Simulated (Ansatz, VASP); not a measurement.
**Cross-check of W2N between VASP and Ansatz**

Aim: how closely do two programs agree when they are given the same cell, functional and k mesh? Of the first pair: The structure shown is the start of the Ansatz relaxation below; VASP solves that cell, so the two are compared at the walk's first step.

Calculated with Ansatz 0.2.0; plane waves, with VASP 6.6.1 beside it; PBEsol.

### Step 1. Set-up

The cell holds 3 atoms: 1 N and 2 W. Its edges and angles: a = 2.900 Å, b = 2.900 Å, c = 28.600 Å, α = 90.0°, β = 90.0°, γ = 120.0°. Vacuum lies along c. The height across the vacuum is the one that the program set for its solve, not the one typed.

### Step 2. Ansatz: relaxation, PBEsol

Ansatz runs on its default PAW (the set named soft_2) files.

The two programs are compared at the cell with which this relaxation starts, whose forces are those of its first step.

Input file input.yaml:

```yaml
crystal:
  lattice:
    - [2.9, 0.0, 0.0]
    - [-1.45, 2.51147, 0.0]
    - [0.0, 0.0, 20.0]
  atoms:
    - { symbol: "N", position: [0.0, 0.0, 0.5] }
    - { symbol: W, position: [0.333333, 0.666667, 0.56] }
    - { symbol: W, position: [0.666667, 0.333333, 0.44] }
  periodic: [true, true, false]
kpoints:
  mp_grid: { grid: [9, 9, 1] }
hamiltonian:
  xc: pbesol
scf:
  occupations: { method: gaussian, width: 0.1 }
output:
  forces: true
  stress: true
  eigenvalues: true
relax:
  adjacent_minimum: "off"
  f_tol: 0.05
  max_steps: 80
  cell: { stress_2d_tol: 0.02 }
```

Command:

```console
ansatz run input.yaml --threads 8 --pin off --max-ram 14336MiB --backend cpu --events-out ev --progress --plain --runs-dir out
```

Numbers of over 12 decimals in the logs are rounded to 6 here.

Log:

```text
Warning: crystal.periodic: the lattice vector that does not repeat stood 0.000° off the slab's normal, 20.000 Å along it as the deck builds it. The run solves the slab on a vector along the normal, 28.600 Å long, with every atom where it was (on the deck's vector they left 17.60 Å outside them, and the widest stretch free of ions among them is 1.20 Å). A fractional position that the run reports is one of the run's ce [...]
Warning: the atoms were moved onto the symmetric positions of the space group found under crystal.symmetry.tolerance 1.0e-5 (fractional; no operation is sought that the atoms, as they stand in a round, miss by more than twice it, and no atom is moved by as much as it), and the run uses the moved positions. Before a round's move an operation carried an atom to 2.90e-6 Å from where it should land, the largest such dist [...]
[...]
iter 1 solved again at ethr=2.02e-7 eV; its pass at ethr=3.10e-3 eV (dr2=6.68e-5 eV) is discarded
SCF iter   1: F=—  HF=-20888.904814 eV  |F-HF|=—  |Δ(HF+E_count)|=         —  Δρ=1.62e-4  dr2=7.13e-6  ethr=2.02e-7  ⟨swp⟩=7.6  Hψ=3477  notcnv=0
SCF iter   2: F=—  HF=-20888.904825 eV  |F-HF|=—  |Δ(HF+E_count)|=   1.10e-5  Δρ=3.72e-5  dr2=1.90e-6  ethr=2.16e-8  ⟨swp⟩=4.2  Hψ=647  notcnv=0
SCF iter   3: F=—  HF=-20888.904960 eV  |F-HF|=—  |Δ(HF+E_count)|=   1.35e-4  Δρ=8.27e-6  dr2=2.05e-7  ethr=5.75e-9  ⟨swp⟩=3.2  Hψ=488  notcnv=0
SCF iter   4: F=—  HF=-20888.904960 eV  |F-HF|=—  |Δ(HF+E_count)|=   2.15e-8  Δρ=1.19e-6  dr2=2.74e-9  ethr=6.21e-10  ⟨swp⟩=3.9  Hψ=582  notcnv=0
SCF iter   5: F=—  HF=-20888.904960 eV  |F-HF|=—  |Δ(HF+E_count)|=   2.17e-8  Δρ=3.23e-7  dr2=8.42e-10  ethr=8.30e-12  ⟨swp⟩=3.9  Hψ=678  notcnv=0
SCF iter   6: F=—  HF=-20888.904960 eV  |F-HF|=—  |Δ(HF+E_count)|=   2.52e-9  Δρ=1.96e-7  dr2=1.88e-10  ethr=2.55e-12  ⟨swp⟩=3.4  Hψ=432  notcnv=0
SCF iter   7: F=—  HF=-20888.904960 eV  |F-HF|=—  |Δ(HF+E_count)|=  1.78e-10  Δρ=7.22e-8  dr2=3.55e-11  ethr=1.00e-12  ⟨swp⟩=2.6  Hψ=336  notcnv=0
SCF iter   8: F=-20888.904960 eV  HF=-20888.904960 eV  |F-HF|=7.28e-12  |Δ(HF+E_count)|=  4.37e-11  Δρ=1.57e-8  dr2=2.69e-13  ethr=1.00e-12  ⟨swp⟩=15.7  Hψ=2299  notcnv=0
SCF 7 converged in 8 iterations: F = -20888.904960 eV  dr2 = 2.69e-13
relax step   7: F+E_penalty+E_count = -20888.90495965 eV  Δ(F+E_penalty+E_count) = +4.253e-3 eV  max|allowed force component| = 2.030e-3 eV/Å  Δτ_max = 0.0000 Å  P = -0.090 N/m  Ω = 188.913 Å³  fix = [c, alpha, beta]  reactions: c -0.000 N/m  stress off target by 9.04e-2 N/m on what of the cell is left free  SCF on the basis re-selected at this cell (its energy is not comparable with the rows above)  (8 SCF iters)
[...]
relax step   8: F+E_penalty+E_count = -20888.90501302 eV  Δ(F+E_penalty+E_count) = -5.337e-5 eV  max|allowed force component| = 3.524e-5 eV/Å  Δτ_max = 0.0007 Å  P = -0.000 N/m  Ω = 188.805 Å³  energy of the carried Pulay correction = +4.111e-5 eV  fix = [c, alpha, beta]  reactions: c -0.000 N/m  (5 SCF iters, dr2 threshold 1.33e-8 eV, accepted)
[...]
relax step   9: F+E_penalty+E_count = -20888.90493973 eV  Δ(F+E_penalty+E_count) = +7.330e-5 eV  max|allowed force component| = 5.271e-5 eV/Å  Δτ_max = 0.0000 Å  P = -0.001 N/m  Ω = 188.805 Å³  fix = [c, alpha, beta]  reactions: c -0.000 N/m  stress off target by 1.20e-3 N/m on what of the cell is left free  SCF on the basis re-selected at this cell (its energy is not comparable with the rows above)  (7 SCF iters)
basis re-selected at this cell: Δ(F+E_penalty+E_count) = +7.330e-5 eV, ΔP = -0.001 N/m vs the last step (what re-selecting the basis moved, of the pressure what is left beyond the Pulay correction that the steps carried, after the strain that the cell walked since its last selection, with what the two solves' SCF thresholds leave and, on support functions, any second-order correction that the steps lacked; it is no m [...]
SCF converged after 7 iterations
Free energy (F): -20888.904940 eV
Harris-Foulkes:  -20888.904940 eV  (|F-HF|=3.64e-11)
Internal energy: -20888.892468 eV  (E = F + TS)
E sigma→0 (E₀):  -20888.898704 eV
Entropy (-TS):   -0.012472 eV (-4.157 meV/atom)
Fermi energy:    -5.476109 eV
--- Per-component energies (eV) ---
  E_band       = -1037.389720
  E_kinetic    = 1032.293514
  E_local      = -84069.621852  (includes V_loc(G=0)·N_el)
  E_nonlocal   = 52.668341
  E_hartree    = 41385.950029
  E_xc         = -588.054487
  E_vxc        = -550.784618  (∫ρ·V_xc dr)
  E_paw        = -16994.913855  (= ΣΔE_a)
  E_vpaw       = -273.845215  (= ΣTr[D̂ρ^β])
  E_aug_tail   = -0.000010  (compensation charges beyond the density's cutoff)
  E_ewald      = 38292.314168
  E_core_change = 0.471683  (= ΣΔE_core)
  E_smearing   = -0.012472  (= −TS)
  E_closure    = 0.000000  (closes the sum)
  Σ components = -20888.904940   (vs F -20888.904940, Δ=0.00e0)
--- Forces (eV/Å), atoms counted from 1 ---
  atom   1  N      0.00000000     0.00000000     0.00000000
  atom   2  W      0.00000000     0.00000000     0.00005271
  atom   3  W      0.00000000    -0.00000000    -0.00005271
  max |Σ_I F_I| component: 0.00e0 eV/Å
--- 2D stress c σ (N/m, compression-positive) ---
       -0.001200       0.000000       0.000000
       -0.000000      -0.001200       0.000000
        0.000000       0.000000      -0.000000
  P = ½ c Tr σ = -0.0012 N/m
--- Band table (eV; the first three rows and the last of 12) ---
  k-point 0: bands = ["-79.9487", "-79.9387", "-44.6327", "-44.3668", "-43.5089", "-43.5089", "-43.5006", "-43.5006", "-23.4554", "-14.9243", "-10.8224", "-10.2891", "-10.2891", "-6.8624", "-6.6892", "-6.4921", "-6.4921", "-6.4750", "-4.6955", "-4.6955", "-3.7544"]
  k-point 1: bands = ["-79.9358", "-79.9263", "-44.6021", "-44.3492", "-43.6636", "-43.6508", "-43.5462", "-43.5318", "-23.2874", "-14.5072", "-11.1014", "-10.3078", "-10.3006", "-7.6933", "-6.9288", "-6.5839", "-6.0027", "-5.8902", "-5.0983", "-4.7572", "-3.4948"]
  k-point 2: bands = ["-79.9028", "-79.8948", "-44.5253", "-44.3068", "-44.0401", "-44.0170", "-43.6364", "-43.6129", "-22.8725", "-13.6692", "-12.4996", "-10.4517", "-9.7056", "-8.0572", "-7.4922", "-6.7449", "-5.3881", "-4.9524", "-4.6187", "-4.2480", "-3.3599"]
  k-point 11: bands = ["-79.8207", "-79.8207", "-44.4263", "-44.3687", "-44.3687", "-44.3607", "-44.2301", "-44.2301", "-21.8091", "-13.5507", "-13.5507", "-12.6806", "-7.1355", "-7.0591", "-7.0591", "-6.7757", "-4.6741", "-4.6741", "-3.0687", "-3.0687", "-2.1517"]
--- Relaxed structure (7 steps of the walk, 7 accepted, 2 SCFs on fresh bases) ---
  F+E_penalty+E_count = -20888.90493973 eV   max|allowed force component| = 5.271e-5 eV/Å   (the final SCF, on the basis selected at the relaxed cell)
  cell:  # Å, volume = 188.8045 Å³
    - [2.760946, 0, 0]
    - [-1.380473, 2.391049, 0]
    - [0, 0, 28.6]
  atoms:
    - { symbol: N, position: [0, 0, 0.349650] }
    - { symbol: W, position: [0.333333, 0.666667, 0.399683] }
    - { symbol: W, position: [0.666667, 0.333333, 0.299618] }
```

### Step 3. VASP: single point, PBEsol, start cell, pair 1

The same cell, functional, mesh and smearing now go to VASP, with its own data sets.

Lines of VASP's logs that name or quote its potential files are left out, and so is its time.

Input file INCAR:

```
SYSTEM = W2N
PREC = Accurate
ENCUT = 520
EDIFF = 1E-06
NELM = 120
ISMEAR = 0
SIGMA = 0.1
LREAL = .FALSE.
ALGO = Normal
GGA = PS
NBANDS = 14
LASPH = .TRUE.
LORBIT = 11
LWAVE = .FALSE.
LCHARG = .FALSE.
ISIF = 2
LDIPOL = .TRUE.
IDIPOL = 3
DIPOL = 0.5 0.5 0.35
LVHAR = .TRUE.
GGA_COMPAT = .FALSE.
NELMDL = -8
KPAR = 2
```

Input file POSCAR:

```
W2N
1.0
    2.8999980000      0.0000000000      0.0000000000
   -1.4499990000      2.5114720000      0.0000000000
    0.0000000000      0.0000000000     28.6000000000
N W
1 2
Direct
    0.0000000000      0.0000000000      0.3496503497
    0.3333333333      0.6666666667      0.3916083916
    0.6666666667      0.3333333333      0.3076923078
```

Input file KPOINTS:

```
Automatic mesh
0
Gamma
9 9 1
0 0 0
```

Potentials, in the order of the species: N and W (PBE family, release 64).

Command:

```console
mpirun -np 2 vasp_std
```

Log:

```text
[banner, memory and clock lines left out]
running    2 mpi-ranks, on    1 nodes
 distrk:  each k-point on    1 cores,    2 groups
 distr:  one band on    1 cores,    1 groups

 POSCAR found type information on POSCAR N W
 POSCAR found :  2 types and       3 ions
|                                                                             |
|               ----> ADVICE to this user running VASP <----                  |
|                                                                             |
|     You enforced a specific xc type in the INCAR file but a different       |
|     [... a line on the potential file left out ...]
|     I HOPE YOU KNOW WHAT YOU ARE DOING!                                     |
|                                                                             |

 LDA part: xc-table for (Slater+PW92), standard interpolation
 POSCAR, INCAR and KPOINTS ok, starting setup
 FFT: planning ... GRIDC
 FFT: planning ... GRID_SOFT
 FFT: planning ... GRID
 WAVECAR not read
 entering main loop
       N       E                     dE             d eps       ncg     rms          rms(c)
DAV:   1     0.124213348316E+03    0.12421E+03   -0.55909E+03   336   0.851E+02
DAV:   2    -0.200253741349E+02   -0.14424E+03   -0.13769E+03   592   0.197E+02
DAV:   3    -0.361578684323E+02   -0.16132E+02   -0.15754E+02   462   0.803E+01
DAV:   4    -0.367068761286E+02   -0.54901E+00   -0.53910E+00   454   0.174E+01
DAV:   5    -0.367253489670E+02   -0.18473E-01   -0.18418E-01   510   0.241E+00
DAV:   6    -0.367257627227E+02   -0.41376E-03   -0.41363E-03   500   0.347E-01
DAV:   7    -0.367257728893E+02   -0.10167E-04   -0.10166E-04   508   0.407E-02
DAV:   8    -0.367257729845E+02   -0.95247E-07   -0.94963E-07   412   0.392E-03    0.401E+01
DAV:   9    -0.334828163023E+02    0.32430E+01   -0.14987E+01   448   0.276E+01    0.172E+01
DAV:  10    -0.331830604331E+02    0.29976E+00   -0.27077E+00   416   0.135E+01    0.846E+00
DAV:  11    -0.330847722441E+02    0.98288E-01   -0.42543E-01   468   0.564E+00    0.145E+00
DAV:  12    -0.330756593707E+02    0.91129E-02   -0.54223E-02   448   0.163E+00    0.622E-01
DAV:  13    -0.330747924208E+02    0.86695E-03   -0.53683E-03   472   0.591E-01    0.128E-01
DAV:  14    -0.330747403618E+02    0.52059E-04   -0.55171E-04   464   0.197E-01    0.556E-02
[...]
DAV:  18    -0.330748302552E+02   -0.65815E-04   -0.10700E-05   426   0.170E-02    0.203E-03
DAV:  19    -0.330748470829E+02   -0.16828E-04   -0.14800E-06   344   0.679E-03    0.333E-03
DAV:  20    -0.330748672381E+02   -0.20155E-04   -0.16094E-06   332   0.387E-03    0.851E-04
DAV:  21    -0.330748746202E+02   -0.73821E-05   -0.33658E-07   264   0.325E-03    0.861E-04
DAV:  22    -0.330748802043E+02   -0.55841E-05   -0.27419E-07   280   0.316E-03    0.137E-03
DAV:  23    -0.330748816940E+02   -0.14897E-05   -0.26570E-08   198   0.102E-03    0.310E-04
DAV:  24    -0.330748843781E+02   -0.26840E-05   -0.77173E-08   222   0.893E-04    0.337E-04
DAV:  25    -0.330748851603E+02   -0.78225E-06   -0.27035E-08   198   0.660E-04
   1 F= -.33074885E+02 E0= -.33071046E+02  d E =-.767817E-02
```

From OUTCAR (step 3):

```text
ion  position               nearest neighbor table
   1  0.000  0.000  0.350-   2 2.06   3 2.06   3 2.06   2 2.06   3 2.06   2 2.06
   2  0.333  0.667  0.392-   1 2.06   1 2.06   1 2.06   3 2.93   3 2.93   3 2.93
   3  0.667  0.333  0.308-   1 2.06   1 2.06   1 2.06   2 2.93   2 2.93   2 2.93

  LATTYP: Found a hexagonal cell.
 ALAT       =     2.8999980000
 C/A-ratio  =     9.8620757669

 Subroutine GETGRP returns: Found 12 space group operations
 (whereof  6 operations were pure point group operations)

The static configuration has the point symmetry C_3v.
 The point group associated with its full space group is D_3d.

 Found     12 irreducible k-points:

   k-points           NKPTS =     12   k-points in BZ     NKDIM =     12   number of bands    NBANDS=     14

   dimension x,y,z NGX =    24 NGY =   24 NGZ =  216
   dimension x,y,z NGXF=    48 NGYF=   48 NGZF=  432

   ENCUT  =  520.0 eV  38.22 Ry    6.18 a.u.   5.39  5.39 53.18*2*pi/ulx,y,z

   NELECT =      17.0000    total number of electrons

 k-points in reciprocal lattice and weights: Automatic mesh
   0.00000000  0.00000000  0.00000000       0.012
   0.11111111  0.00000000  0.00000000       0.074
   0.22222222 -0.00000000  0.00000000       0.074
   0.33333333 -0.00000000  0.00000000       0.074
   0.44444444 -0.00000000  0.00000000       0.074
   0.11111111  0.11111111  0.00000000       0.074
   0.22222222  0.11111111  0.00000000       0.148
   0.33333333  0.11111111  0.00000000       0.148
   0.44444444  0.11111111  0.00000000       0.074
   0.22222222  0.22222222  0.00000000       0.074
   0.33333333  0.22222222  0.00000000       0.148
   0.33333333  0.33333333  0.00000000       0.025

 dipolmoment           0.000000      0.000000      0.000000 electrons x Angstroem

 average (electrostatic) potential at core
       1 -74.4747       2 -48.8595       3 -48.8595

 E-fermi :  -2.7569

 k-point     1 :       0.0000    0.0000    0.0000
  band No.  band energies     occupation
    ...
      5      -6.6045      2.00000
      6      -4.6307      2.00000
      7      -4.4370      2.00000
      8      -4.4370      2.00000
      9      -4.1170      2.00000
     10      -2.4578      0.00002
     11      -2.4578      0.00002
     12      -2.2343      0.00000
     13      -1.6922      0.00000
     14      -1.6922      0.00000

 k-point     2 :       0.1111    0.0000    0.0000
  band No.  band energies     occupation
    ...
      6      -5.1983      2.00000
      7      -4.6464      2.00000
      8      -4.1835      2.00000
      9      -4.0759      2.00000
     10      -2.7693      1.13890
     11      -2.6464      0.11803
     12      -1.9832      0.00000
     13      -1.2124      0.00000
     14      -0.5262      0.00000

 k-point     3 :       0.2222   -0.0000    0.0000
  band No.  band energies     occupation
    ...
      5      -6.7112      2.00000
      6      -5.3763      2.00000
      7      -5.1375      2.00000
      8      -3.4691      2.00000
      9      -3.1677      2.00000
     10      -2.6197      0.05233
     11      -2.2188      0.00000
     12      -1.8151      0.00000
     13      -0.7335      0.00000
     14       0.9230      0.00000

  Total       -0.5400195     -0.5400195      5.1720895      0.0000000      0.0000000     -0.0000000
  in kB       -4.1536315     -4.1536317     39.7818105      0.0000000      0.0000000     -0.0000000
  external PRESSURE =      10.4915158 kB  Pullay stress =       0.0000000 kB

  energy-cutoff  :      520.00
  volume of cell :      208.30
      direct lattice vectors                 reciprocal lattice vectors
     2.899998000  0.000000000  0.000000000     0.344827824  0.199086432  0.000000000
    -1.449999000  2.511472000  0.000000000     0.000000000  0.398172864  0.000000000
     0.000000000  0.000000000 28.600000000     0.000000000  0.000000000  0.034965035

 POSITION                                       TOTAL-FORCE (eV/Angst)
 -----------------------------------------------------------------------------------
      0.00000      0.00000     10.00000         0.000000      0.000000     -0.000000
     -0.00000      1.67431     11.20000        -0.000000      0.000000      2.167096
      1.45000      0.83716      8.80000         0.000000      0.000000     -2.167096
 -----------------------------------------------------------------------------------
    total drift:                               -0.000000     -0.000000      0.000004

  FREE ENERGIE OF THE ION-ELECTRON SYSTEM (eV)
  ---------------------------------------------------
  free  energy   TOTEN  =       -33.0748851603 eV

  energy  without entropy=      -33.0672069924  energy(sigma->0) =      -33.07104608

 vacuum level on the upper side and lower side of the slab         2.517         2.517

 total charge
# of ion       s       p       d       tot
------------------------------------------
    1        1.243   2.564   0.000   3.807
    2        0.580   0.704   4.279   5.563
    3        0.580   0.704   4.279   5.563
--------------------------------------------------
tot          2.404   3.972   8.558  14.934

[... 3 further parts left out ...]
```

This run has no spin polarisation, so a moment on W, if there is one, isn't seen. Its electron count is odd, so without a moment it is a metal by construction. The data set W keeps the semicore shell frozen, which is cheaper and a little less accurate.

### Step 4. Side by side

Known differences besides the potentials themselves: Ansatz cuts the interaction across the vacuum, VASP repeats the sheet with a dipole correction (LDIPOL); the data sets hold 33 valence electrons in Ansatz (on its default PAW (the set named soft_2) files) and 17 in VASP; Ansatz makes its cores anew for this functional, VASP keeps those of its PBE data sets; Ansatz takes its cutoff from its data sets, VASP runs at 520 eV. Total energies have different zeros and are not compared.

Forces (eV/Å; atoms numbered as in POSCAR):

```
atom        Ansatz x, y, z          VASP x, y, z
  N1   0.000, 0.000, 0.000   0.000, 0.000, 0.000
  W2   0.000, 0.000, 2.099   0.000, 0.000, 2.167
  W3  0.000, 0.000, -2.099  0.000, 0.000, -2.167
```

The forces differ by 32 meV/Å r.m.s., which is 3.1 % of the r.m.s. force of 1.022 eV/Å (both taken over all components). Where the cell holds vacuum, a pressure given here is an average over it and none of the material.

### Step 5. Further runs

Further runs change the set-up of one program: Ansatz's method, potentials or start, or VASP's data sets, cutoff or form of LDA. The table gives that difference for each run.

```
                               run  r.m.s. force difference (meV/Å)
                          as above                               32
VASP with the data sets N and W_sv                               72
```

### Step 6. Ansatz: relaxation, PBEsol

This run makes the geometry at which the two programs are then compared.

The structure compared here is the end of the Ansatz relaxation.

This is the run of step 2 again, met here at its other cell.

[end of part 1 of 2]

[Lines on the potential files, build, host, timing and source positions are cut from VASP's logs without a mark.]

[Logs are printed without paths, hosts, clocks, repeated set-up lines and the standing remarks that a program may print on its own settings, such as how far it seeks lower states.]

[Hosts, paths, dates, database ids (printed as entryN), source tags and the programs' standing remarks are cut or masked in the printed files.]
